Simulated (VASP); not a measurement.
# SiF4 in VASP: further runs, part 2 of 2

VASP 6.6.1. Earlier steps stand in the parts before.

## Step 3: Relaxation of the atoms, PBE+D3(BJ)

INCAR reads:

```
PREC = Accurate
ENCUT = 520
EDIFF = 1E-6
ISMEAR = 0
SIGMA = 0.05
LREAL = False
LASPH = True
NELM = 100
ALGO = Fast
ISIF = 2
LWAVE = False
LCHARG = False
GGA = PE
IVDW = 12
IBRION = 2
NSW = 40
EDIFFG = -0.005
```

KPOINTS reads:

```
regular mesh
0
Gamma
  1 1 1
```

POSCAR reads:

```
SiF4
1.0
   10.0000000000      0.0000000000      0.0000000000
    0.0000000000     10.5000000000      0.0000000000
    0.0000000000      0.0000000000     11.0000000000
Si F
1 4
Direct
    0.5000000000      0.5000000000      0.5000000000
    0.5912806000      0.5869339048      0.5829823636
    0.4087194000      0.4130660952      0.5829823636
    0.4087194000      0.5869339048      0.4170176364
    0.5912806000      0.4130660952      0.4170176364
```

Potentials or basis: VASP PAW PBE potentials, release 64 (Si, F).

The run is started by

```
> cat potpaw_PBE.64/Si/POTCAR potpaw_PBE.64/F/POTCAR > POTCAR
> mpirun -np 1 vasp_std > vasp.out
```

OUTCAR:

```text
PREC = Accurate
   ENCUT = 520
   EDIFF = 1E-6
   ISMEAR = 0
   LREAL = False
   LASPH = True
   NELM = 100
   ISIF = 2
   GGA = PE
   IVDW = 12
   IBRION = 2
   NSW = 40
   EDIFFG = -0.005
 IVDW          = 12

 ion  position               nearest neighbor table
   1  0.500  0.500  0.500-   2 1.58   3 1.58   4 1.58   5 1.58
   2  0.591  0.587  0.583-   1 1.58
   3  0.409  0.413  0.583-   1 1.58
   4  0.409  0.587  0.417-   1 1.58
   5  0.591  0.413  0.417-   1 1.58

  LATTYP: Found a simple orthorhombic cell.
 ALAT       =    10.0000000000
 B/A-ratio  =     1.0500000000
 C/A-ratio  =     1.1000000000

  Lattice vectors:

 A1 = (  10.0000000000,   0.0000000000,   0.0000000000)
 A2 = (   0.0000000000,  10.5000000000,   0.0000000000)
 A3 = (   0.0000000000,   0.0000000000,  11.0000000000)

Analysis of symmetry for initial positions (statically):
=====================================================================
 Subroutine PRICEL returns:
 Original cell was already a primitive cell.

 Routine SETGRP: Setting up the symmetry group for a
 simple orthorhombic supercell.

 Subroutine GETGRP returns: Found  4 space group operations
 (whereof  4 operations were pure point group operations)
 out of a pool of  8 trial point group operations.

The static configuration has the point symmetry D_2 .

Analysis of symmetry for dynamics (positions and initial velocities):
=====================================================================
 Subroutine PRICEL returns:
 Original cell was already a primitive cell.

 Routine SETGRP: Setting up the symmetry group for a
 simple orthorhombic supercell.

 Subroutine GETGRP returns: Found  4 space group operations
 (whereof  4 operations were pure point group operations)
 out of a pool of  8 trial point group operations.

The dynamic configuration has the point symmetry D_2 .

 Subroutine INISYM returns: Found  4 space group operations
 (whereof  4 operations are pure point group operations),
 and found     1 'primitive' translations

----------------------------------------------------------------------------------------

                                     Primitive cell

  volume of cell :    1155.0000

  direct lattice vectors                    reciprocal lattice vectors
    10.000000000  0.000000000  0.000000000     0.100000000  0.000000000  0.000000000
     0.000000000 10.500000000  0.000000000     0.000000000  0.095238095  0.000000000
     0.000000000  0.000000000 11.000000000     0.000000000  0.000000000  0.090909091

  length of vectors
    10.000000000 10.500000000 11.000000000     0.100000000  0.095238095  0.090909091

  position of ions in fractional coordinates (direct lattice)
     0.500000000  0.500000000  0.500000000
     0.591280600  0.586933905  0.582982364
     0.408719400  0.413066095  0.582982364
     0.408719400  0.586933905  0.417017636
     0.591280600  0.413066095  0.417017636

  ion indices of the primitive-cell ions
   primitive index   ion index
                 1           1
                 2           2
                 3           3
                 4           4
                 5           5

----------------------------------------------------------------------------------------

 KPOINTS: regular mesh

Automatic generation of k-mesh.
 Grid dimensions read from file:
 generate k-points for:    1    1    1

 Generating k-lattice:

  Cartesian coordinates                     Fractional coordinates (reciprocal lattice)
     0.100000000  0.000000000  0.000000000     1.000000000  0.000000000  0.000000000
     0.000000000  0.095238095  0.000000000     0.000000000  1.000000000  0.000000000
     0.000000000  0.000000000  0.090909091     0.000000000  0.000000000  1.000000000

  Length of vectors
     0.100000000  0.095238095  0.090909091

  Shift w.r.t. Gamma in fractional coordinates (k-lattice)
     0.000000000  0.000000000  0.000000000

 Subroutine IBZKPT returns following result:
 ===========================================

 Found      1 irreducible k-points:

 Following reciprocal coordinates:
            Coordinates               Weight
  0.000000  0.000000  0.000000      1.000000
   k-points           NKPTS =      1   k-points in BZ     NKDIM =      1   number of bands    NBANDS=     20
   number of dos      NEDOS =    301   number of ions     NIONS =      5
   total plane-waves  NPLWV = 537600
   dimension x,y,z NGX =    80 NGY =   80 NGZ =   84
   dimension x,y,z NGXF=   160 NGYF=  160 NGZF=  168
   ions per type =               1   4
   NGX,Y,Z   is equivalent  to a cutoff of  13.30, 12.67, 12.70 a.u.
   NGXF,Y,Z  is equivalent  to a cutoff of  26.60, 25.33, 25.39 a.u.
 SYSTEM =  unknown system
   PREC   = accura    normal or accurate (medium, high low for compatibility)
   ISTART =      0    job   : 0-new  1-cont  2-samecut
   ICHARG =      2    charge: 1-file 2-atom 10-const
   ISPIN  =      1    spin polarized calculation?
   LNONCOLLINEAR =      F non collinear calculations
   LSORBIT =      F    spin-orbit coupling
   LASPH  =      T    aspherical Exc in radial PAW
   ENCUT  =  520.0 eV  38.22 Ry    6.18 a.u.  18.59 19.52 20.45*2*pi/ulx,y,z
   NELM   =    100;   NELMIN=  2; NELMDL= -5     # of ELM steps
   EDIFF  = 0.1E-05   stopping-criterion for ELM
   LREAL  =      F    real-space projection
   EDIFFG = -.5E-02   stopping-criterion for IOM
   NSW    =     40    number of steps for IOM
   IBRION =      2    ionic relax: 0-MD 1-quasi-New 2-CG
   NFREE  =      1    steps in history (QN), initial steepest desc. (CG)
   ISIF   =      2    stress and relaxation
   ISYM   =      2    0-nonsym 1-usesym 2-fastsym
   POTIM  = 0.5000    time-step for ionic-motion
   TEBEG  =    0.0;   TEEND  =   0.0 temperature during run
   PSTRESS=    0.0 pullay stress
   NELECT =      32.0000    total number of electrons
   NUPDOWN=      -1.0000    fix difference up-down
   EMIN   =  10.00;   EMAX   =-10.00  energy-range for DOS
   EFERMI =   0.00;   METHOD = LEGACY
   ISMEAR =     0;   SIGMA  =   0.05  broadening in eV -4-tet -1-fermi 0-gaus
   EFERMI_NEDOS =   21; number of points for ismear=-14 and -15
   IALGO  =     68    algorithm
   IMIX   =      4    mixing-type and parameters
     AMIX     =   0.40;   BMIX     =  1.00
     AMIX_MAG =   1.60;   BMIX_MAG =  1.00
  volume/ion in A,a.u.               =     231.00      1558.86
  Fermi-wavevector in a.u.,A,eV,Ry     =   0.495371  0.936116  3.338771  0.245393
  Thomas-Fermi vector in A             =   1.500788
   LORBIT       =      0    0 simple, 1 ext, 2 COOP (PROOUT), +10 PAW based schemes
   GGA     = PE    functional components
   LHFCALC =     F    Hartree Fock is set to
   AEXX    =    0.0000 exact exchange contribution
   IVDW    =    12    specifies the selected vdW correction
   LEPSILON=     F    determine dielectric tensor
   LRPA    =     F    only Hartree local field effects (RPA)
 conjugate gradient relaxation of ions
 non-spin polarized calculation
 RMM-DIIS sequential band-by-band and
 Gauss-broadening in eV      SIGMA  =   0.05
  energy-cutoff  :      520.00
  volume of cell :     1155.00
 maximum number of plane-waves:     31095
 NGX is ok and might be reduce to    80
   NGX = 37   NGY = 39   NGZ = 41

--------------------------------------- Ionic step        1  -------------------------------------------

 number of electron      31.9999985 magnetization

 Free energy of the ion-electron system (eV)
  ---------------------------------------------------
  ext. energy  EPLUGINS =         0.00000000
  ---------------------------------------------------
  free energy    TOTEN  =       -28.16782129 eV

  energy without entropy =      -28.16782129  energy(sigma->0) =      -28.16782129

------------------------ aborting loop because EDIFF is reached ----------------------------------------

 Edisp (eV)   -0.06503

 E8    (eV) :    -0.0212

  FORCE on cell =-STRESS in cart. coord.  units (eV):
  Direction    XX          YY          ZZ          XY          YZ          ZX
  --------------------------------------------------------------------------------------
  -------------------------------------------------------------------------------------
  Total      -0.04358    -0.04512    -0.04702     0.00000     0.00000     0.00000
  in kB      -0.06045    -0.06259    -0.06523     0.00000     0.00000     0.00000
  external pressure =       -0.06 kB  Pullay stress =        0.00 kB
[... 67 lines left out ...]
  energy  without entropy=      -28.2328870471  energy(sigma->0) =      -28.23288705

--------------------------------------- Ionic step        3  -------------------------------------------

 number of electron      31.9999985 magnetization

 Free energy of the ion-electron system (eV)
  ---------------------------------------------------
  ext. energy  EPLUGINS =         0.00000000
  ---------------------------------------------------
  free energy    TOTEN  =       -28.16804578 eV

  energy without entropy =      -28.16804578  energy(sigma->0) =      -28.16804578

 E-fermi : -10.0215     XC(G=0):  -0.9784

 val. band max:      -10.2602615081   @ k =   0.0000   0.0000   0.0000
 cond. band min:      -1.1295215151   @ k =   0.0000   0.0000   0.0000
 fundamental gap:      9.1307399930
 Fermi energy:       -10.0214942233

 k-point     1 :       0.0000    0.0000    0.0000
  band No.  band energies     occupation
      1     -31.2746      2.00000
      2     -30.3786      2.00000
      3     -30.3786      2.00000
      4     -30.3786      2.00000
      5     -14.7234      2.00000
      6     -12.8315      2.00000
[... 12 lines left out ...]
     19       0.7708      0.00000
     20       0.8399      0.00000
[... 34 lines left out ...]
  FREE ENERGIE OF THE ION-ELECTRON SYSTEM (eV)
  ---------------------------------------------------
  free  energy   TOTEN  =       -28.2330473455 eV

  energy  without entropy=      -28.2330473455  energy(sigma->0) =      -28.23304735

 reached required accuracy - stopping structural energy minimisation
```

OSZICAR:

```text
N       E                     dE             d eps       ncg     rms          rms(c)
DAV:   1     0.334507929514E+03    0.33451E+03   -0.97288E+03    56   0.981E+02
DAV:   2     0.685167065952E+02   -0.26599E+03   -0.25596E+03    64   0.216E+02
DAV:   3    -0.258239866971E+02   -0.94341E+02   -0.94101E+02    40   0.146E+02
[... 33 lines left out ...]
DAV:   1    -0.281679397606E+02   -0.30821E-04   -0.63968E-02    48   0.235E+00    0.131E-01
RMM:   2    -0.281680479388E+02   -0.10818E-03   -0.14920E-03    40   0.322E-01    0.328E-02
RMM:   3    -0.281680423650E+02    0.55738E-05   -0.85129E-05    40   0.897E-02    0.128E-02
RMM:   4    -0.281680453514E+02   -0.29865E-05   -0.25126E-05    40   0.384E-02    0.392E-03
RMM:   5    -0.281680457794E+02   -0.42797E-06   -0.28546E-06    29   0.131E-02
   3 F= -.28233047E+02 E0= -.28233047E+02  d E =-.198642E-03
```

CONTCAR:

```text
SiF4
   1.00000000000000
    10.0000000000000000    0.0000000000000000    0.0000000000000000
     0.0000000000000000   10.5000000000000000    0.0000000000000000
     0.0000000000000000    0.0000000000000000   11.0000000000000000
  Si              F
     1     4
Direct
     0.5000000000000000    0.5000000000000000    0.5000000000000000
     0.5913736701583160    0.5870215543350442    0.5830662410983761
     0.4086263298416840    0.4129784456649558    0.5830662410983761
     0.4086263298416840    0.5870215543350442    0.4169337589016239
     0.5913736701583160    0.4129784456649558    0.4169337589016239

  0.00000000E+00  0.00000000E+00  0.00000000E+00
  0.00000000E+00  0.00000000E+00  0.00000000E+00
  0.00000000E+00  0.00000000E+00  0.00000000E+00
  0.00000000E+00  0.00000000E+00  0.00000000E+00
  0.00000000E+00  0.00000000E+00  0.00000000E+00
```

It took 2.2 min on 1 thread of Intel Xeon 6975P-C (Granite Rapids), shared host; peak memory 1.1 GiB.

What came out:

```yaml
Free_energy: -28.2330 eV
Energy_gained_by_relaxing: 0.0 meV/atom
Ionic_steps: 3
Gap_between_the_frontier_levels: 9.13 eV
Dispersion_energy_per_atom: -0.013 eV
```

The path:
```csv
step,energy change (eV),largest force (eV/Å),pressure (GPa)
1,0.0000,0.0634,-0.01
2,0.0000,0.0560,-0.04
3,-0.0002,0.0016,-0.02
```

Final structure:
```
Si F
1.0
    10.00000    0.00000    0.00000
     0.00000   10.50000    0.00000
     0.00000    0.00000   11.00000
Si F
1 4
Direct
  0.50000 0.50000 0.50000
  0.59137 0.58702 0.58307
  0.40863 0.41298 0.58307
  0.40863 0.58702 0.41693
  0.59137 0.41298 0.41693
```
